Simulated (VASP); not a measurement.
## How a change of volume changes Ru

How do stress and energy of Ru follow a change of volume?

Program: VASP 6.6.1. Level of theory: PBEsol; plane waves and PAW (Ru_pv), in the first sound run; inputs show where later runs differ. Results are calculated unless marked as measured.

## 1. Set-up

The structure is hexagonal, space group P6_3/mmc (No. 194). The conventional cell has a = 2.700 Å, b = 2.700 Å, c = 4.277 Å, α = 90.00°, β = 90.00°, γ = 120.00°. Nearest to Ru lie 12 Ru at 2.65 to 2.70 Å.

Coordinates:

```cif
data_structure
_symmetry_space_group_name_H-M 'P6_3/mmc'
_symmetry_Int_Tables_number 194
_cell_length_a 2.7000
_cell_length_b 2.7000
_cell_length_c 4.2768
_cell_angle_alpha 90.000
_cell_angle_beta 90.000
_cell_angle_gamma 120.000
_cell_volume 27.00
loop_
_atom_site_label
_atom_site_type_symbol
_atom_site_symmetry_multiplicity
_atom_site_Wyckoff_symbol
_atom_site_fract_x
_atom_site_fract_y
_atom_site_fract_z
_atom_site_occupancy
Ru1 Ru 2 d 0.33333 0.66667 0.75000 1
```

## 2. Relax the crystal, PBEsol

The series starts from the cell that this level prefers, so that zero strain is near zero stress.

This step took 2 runs in a row; the last is shown.

Level: PBEsol; plane waves and PAW (Ru_pv).

Input file INCAR:

```
SYSTEM = Ru
PREC = Accurate
ENCUT = 450
EDIFF = 1E-07
NELM = 120
ISMEAR = 1
SIGMA = 0.15
LREAL = .FALSE.
ALGO = Normal
GGA = PS
NBANDS = 20
LASPH = .TRUE.
LORBIT = 11
LWAVE = .FALSE.
LCHARG = .FALSE.
KPAR = 8
IBRION = 2
NSW = 40
ISIF = 3
EDIFFG = -0.005
POTIM = 0.4
```

Input file POSCAR:

```
Ru
1.0
    2.6904849020      0.0000000000      0.0000000000
   -1.3452424510      2.3300282736      0.0000000000
    0.0000000000      0.0000000000      4.2469971268
Ru
2
Direct
    0.0000000000      0.0000000000      0.0000000000
    0.3333333333      0.6666666667      0.5000000000
```

Input file KPOINTS:

```
Automatic mesh
0
Gamma
25 25 14
0 0 0
```

PAW data sets: Ru_pv (PBE family, release 64).

The run is started by

```bash
> mpirun -np 8 vasp_std
```

The program printed:

```text
[banner, memory and clock lines left out]
running    8 mpi-ranks, on    1 nodes
[...]
|                                                                             |
|           W    W    AA    RRRRR   N    N  II  N    N   GGGG   !!!           |
|           W    W   A  A   R    R  NN   N  II  NN   N  G    G  !!!           |
|           W    W  A    A  R    R  N N  N  II  N N  N  G       !!!           |
|           W WW W  AAAAAA  RRRRR   N  N N  II  N  N N  G  GGG   !            |
|           WW  WW  A    A  R   R   N   NN  II  N   NN  G    G                |
|           W    W  A    A  R    R  N    N  II  N    N   GGGG   !!!           |
|                                                                             |
|     For optimal performance we recommend to set                             |
|       NCORE = 2 up to number-of-cores-per-socket                            |
|     NCORE specifies how many cores store one orbital (NPAR=cpu/NCORE).      |
|     This setting can greatly improve the performance of VASP for DFT.       |
[...]
|     You enforced a specific xc type in the INCAR file but a different       |
|     [... a line on the potential file left out ...]
|     I HOPE YOU KNOW WHAT YOU ARE DOING!                                     |
|                                                                             |

 LDA part: xc-table for (Slater+PW92), standard interpolation
 POSCAR, INCAR and KPOINTS ok, starting setup
[...]
entering main loop
       N       E                     dE             d eps       ncg     rms          rms(c)
DAV:   1     0.263570375610E+03    0.26357E+03   -0.15699E+04 20824   0.138E+03
DAV:   2    -0.163578757262E+02   -0.27993E+03   -0.27219E+03 21420   0.435E+02
DAV:   3    -0.218848912690E+02   -0.55270E+01   -0.54830E+01 24012   0.684E+01
DAV:   4    -0.219300650424E+02   -0.45174E-01   -0.45119E-01 25556   0.597E+00
[...]
DAV:  10    -0.203424910047E+02    0.16781E-04   -0.19016E-04 23364   0.140E-01    0.258E-02
DAV:  11    -0.203424929295E+02   -0.19249E-05   -0.49326E-06 24200   0.211E-02    0.157E-03
DAV:  12    -0.203424928909E+02    0.38629E-07   -0.25942E-07 21120   0.472E-03
   1 F= -.20342493E+02 E0= -.20342584E+02  d E =-.203425E+02
[...]
reached required accuracy - stopping structural energy minimisation
```

Run time: 25 s. Hardware: 8 MPI ranks of AMD EPYC 7R43, shared host; peak memory 1.9 GiB.

Lines that name or quote the potential files are left out of all logs, and their timing lines are given in words.

From OUTCAR (step 2):

```text
  Total        0.0009592      0.0009592      0.0036008      0.0000000      0.0000000      0.0000000
  in kB        0.0577255      0.0577255      0.2166858      0.0000000      0.0000000      0.0000000
  external PRESSURE =       0.1107123 kB  Pullay stress =       0.0000000 kB

 POSITION                                       TOTAL-FORCE (eV/Angst)
 -----------------------------------------------------------------------------------
      0.00000      0.00000      0.00000         0.000000      0.000000      0.000000
     -0.00000      1.55335      2.12350        -0.000000      0.000000      0.000000
 -----------------------------------------------------------------------------------
    total drift:                                0.000000     -0.000000     -0.000000

  FREE ENERGIE OF THE ION-ELECTRON SYSTEM (eV)
  ---------------------------------------------------
  free  energy   TOTEN  =       -20.3424928909 eV

  energy  without entropy=      -20.3427655113  energy(sigma->0) =      -20.34258376

 reached required accuracy - stopping structural energy minimisation

[... 3 further parts left out ...]
[key lines of the parts left out:]
E-fermi :  13.0489
```

Read from the output:

- energy(sigma→0) of the program: -20.3426 eV
- stress, compression positive: xx, yy, zz 0.01, 0.01, 0.02 GPa
- volume: 26.624 Å³
- ionic steps: 1

## 3. Relax at fixed volume, PBEsol

One member in full: the volume is scaled by 0.98, and shape and atoms relax at that volume.

Level: PBEsol; plane waves and PAW (Ru_pv).

Edit INCAR of step 2 so:

```diff
@@ -15,7 +15,7 @@
 LCHARG = .FALSE.
-KPAR = 8
+KPAR = 2
 IBRION = 2
 NSW = 40
-ISIF = 3
-EDIFFG = -0.005
+ISIF = 4
+EDIFFG = -0.004
 POTIM = 0.4
```

Input file POSCAR:

```
Ru
1.0
    2.6724274123      0.0000000000      0.0000000000
   -1.3362137061      2.3143900288      0.0000000000
    0.0000000000      0.0000000000      4.2184929315
Ru
2
Direct
    0.0000000000      0.0000000000      0.0000000000
    0.3333333333      0.6666666667      0.5000000000
```

KPOINTS is that of step 2.

The run is started by

```bash
> mpirun -np 2 vasp_std
```

The program printed:

```text
[banner, memory and clock lines left out]
running    2 mpi-ranks, on    1 nodes
[...]
[... a notice as in an earlier step ...]

 LDA part: xc-table for (Slater+PW92), standard interpolation
 POSCAR, INCAR and KPOINTS ok, starting setup
[...]
entering main loop
       N       E                     dE             d eps       ncg     rms          rms(c)
DAV:   1     0.263400894861E+03    0.26340E+03   -0.15703E+04 20816   0.138E+03
DAV:   2    -0.162612681795E+02   -0.27966E+03   -0.27176E+03 21396   0.436E+02
DAV:   3    -0.218421057452E+02   -0.55808E+01   -0.55404E+01 24024   0.689E+01
DAV:   4    -0.218870353501E+02   -0.44930E-01   -0.44877E-01 25584   0.599E+00
[...]
DAV:  10    -0.203295985028E+02    0.16903E-04   -0.18932E-04 23452   0.140E-01    0.270E-02
DAV:  11    -0.203296001166E+02   -0.16139E-05   -0.42635E-06 24068   0.200E-02    0.256E-03
DAV:  12    -0.203296000627E+02    0.53946E-07   -0.60380E-07 23148   0.725E-03
   1 F= -.20329600E+02 E0= -.20329681E+02  d E =-.203296E+02
[...]
DAV:   2    -0.203297087364E+02    0.48953E-03   -0.66377E-04 21736   0.223E-01    0.579E-02
DAV:   3    -0.203296147198E+02    0.94017E-04   -0.25466E-04 22760   0.110E-01    0.153E-02
DAV:   4    -0.203296156759E+02   -0.95610E-06   -0.70584E-06 23164   0.326E-02    0.304E-03
DAV:   5    -0.203296157026E+02   -0.26717E-07   -0.28779E-07 19052   0.389E-03
   2 F= -.20329616E+02 E0= -.20329691E+02  d E =-.156399E-04
 trial-energy change:   -0.000016  1 .order   -0.000014   -0.000089    0.000060
 step:   0.6081(harm=  0.5964)  dis= 0.00000  next Energy=   -20.329627 (dE=-0.274E-04)
[...]
N       E                     dE             d eps       ncg     rms          rms(c)
DAV:   1    -0.203297170652E+02   -0.10139E-03   -0.33287E-03 21120   0.455E-01    0.590E-02
DAV:   2    -0.203296420422E+02    0.75023E-04   -0.10233E-04 21316   0.880E-02    0.227E-02
DAV:   3    -0.203296273256E+02    0.14717E-04   -0.39186E-05 22424   0.431E-02    0.601E-03
DAV:   4    -0.203296273163E+02    0.92768E-08   -0.10904E-06 22584   0.128E-02    0.118E-03
DAV:   5    -0.203296272897E+02    0.26628E-07   -0.43390E-08 12436   0.153E-03
   3 F= -.20329627E+02 E0= -.20329705E+02  d E =-.272270E-04
[...]
reached required accuracy - stopping structural energy minimisation
```

Run time: 2.3 min. Hardware: 2 MPI ranks; peak memory 0.47 GiB; 4.5 min of CPU time.

OUTCAR, selected parts (step 3):

```text
  Total        1.2088183      1.2088183      1.2091523      0.0000000     -0.0000000     -0.0000000
  in kB       74.2286946     74.2286946     74.2492023      0.0000000     -0.0000000     -0.0000000
  external PRESSURE =      74.2355305 kB  Pullay stress =       0.0000000 kB

 POSITION                                       TOTAL-FORCE (eV/Angst)
 -----------------------------------------------------------------------------------
      0.00000      0.00000      0.00000        -0.000000      0.000000      0.000000
     -0.00000      1.54242      2.11062         0.000000     -0.000000      0.000000
 -----------------------------------------------------------------------------------
    total drift:                                0.000000     -0.000000     -0.000000

  FREE ENERGIE OF THE ION-ELECTRON SYSTEM (eV)
  ---------------------------------------------------
  free  energy   TOTEN  =       -20.3296272897 eV

  energy  without entropy=      -20.3298593939  energy(sigma->0) =      -20.32970466

[... 2 parts as in an earlier step ...]

[... 2 further parts left out ...]
[key lines of the parts left out:]
E-fermi :  13.4277
```

Read from the output:

* energy(sigma→0) of the program: -20.3297 eV
* stress, compression positive: xx, yy, zz 7.42, 7.42, 7.42 GPa
* ionic steps: 3

## 4. All members

The other members went through these steps as far as the tables show, with the same cutoff and, step by step, the same mesh; 9 runs are not shown. The session took 1.00 core hours (wall time by ranks) on a shared machine.

```csv
volume over the relaxed volume,volume (Å³/atom),pressure (GPa),"energy above the unstrained row, extrapolated to no smearing (meV/atom)"
0.940,12.513,25.109,60.165
0.960,12.780,15.754,25.958
0.980,13.046,7.424,6.440
0.990,13.179,?,?
1,13.312,0.011,0.000
1.010,13.445,-3.383,1.224
1.020,13.578,-6.582,5.193
1.040,13.845,-12.442,20.730
1.060,14.111,-17.646,45.465
```

## 5. A fit to the known rows

Fitting a cubic to the 8 known rows (u: logarithm of the volume ratio) gives pressure = − 947.5 u³ + 850.6 u² − 349.4 u + 0.01036 in GPa; the residuals are 4.7e-4 GPa r.m.s.

At u = -0.01005 this predicts 3.609 GPa.

## 6. The withheld row

The calculation gives 3.614 GPa, so the prediction is 0.005 GPa too low.

A cubic of the pressure in ln(V/V₀) through all rows has the slope −B at V₀: B = 349 GPa, and its curvature gives B′ = 4.9.

## 7. Summary of results

| Quantity | Value |
| --- | --- |
| error of the predicted pressure | -0.005 GPa |
| bulk modulus | 349 GPa |

The slope of the energy gives 0.24 GPa at the relaxed volume where the pressure column has 0.01 GPa, a mark of the finite basis or of the smearing. These are static values: temperature and zero-point motion are left out. In a metal the slopes also depend on mesh and smearing, which were held through the series.

[Lines on the potential files, build, host, timing and source positions are cut from VASP's logs without a mark.]

[Logs are printed without paths, hosts, clocks, repeated set-up lines and the standing remarks that a program may print on its own settings, such as how far it seeks lower states.]

[Hosts, paths, dates, database ids (printed as entryN), source tags and the programs' standing remarks are cut or masked in the printed files.]

[In band tables of VASP the shares of atoms and orbitals are scaled to a sum of 1 inside the atoms' spheres.]
